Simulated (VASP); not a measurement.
Crystal: InP.

```
CELL_PARAMETERS angstrom
0.00000 2.93050 2.93050
2.93050 0.00000 2.93050
2.93050 2.93050 0.00000
ATOMIC_POSITIONS crystal
In 0.00000 0.00000 0.00000
P 0.25000 0.25000 0.25000
```

* Program: VASP 6.6.1
* Task: relaxation of cell and atoms
* Functional: r2SCAN
* Potentials or basis: VASP PAW PBE potentials, release 64 (In_d, P)
* Cutoff: 600 eV
* k mesh: 8 × 8 × 8
* Occupations: gaussian, width 0.02 eV
* Spin: no spin polarisation

At the start: pressure 1.6 GPa; volume 25.17 Å³/atom.

Question: Where does the relaxation end?

Answer: Over 3 steps the energy falls by 2.8 meV/atom and the volume is 25.73 Å³/atom (+2.2 %); space group F-43m (No. 216, to 0.05 Å).

The path:
```csv
step,energy change (eV),largest force (eV/Å),pressure (GPa),volume (Å³)
1,0.0000,0.0000,1.60,50.33
2,-0.0033,0.0000,-0.90,52.19
3,-0.0055,0.0000,0.01,51.46
```

Final structure:
```xyz
2
Lattice="0.0000 2.9522 2.9522 2.9522 0.0000 2.9522 2.9522 2.9522 0.0000" Properties=species:S:1:pos:R:3 pbc="T T T"
In    0.0000    0.0000    0.0000
P     1.4761    1.4761    1.4761
```

Caveat: the PAW data sets were made with another functional, which shifts forces and pressure a little.
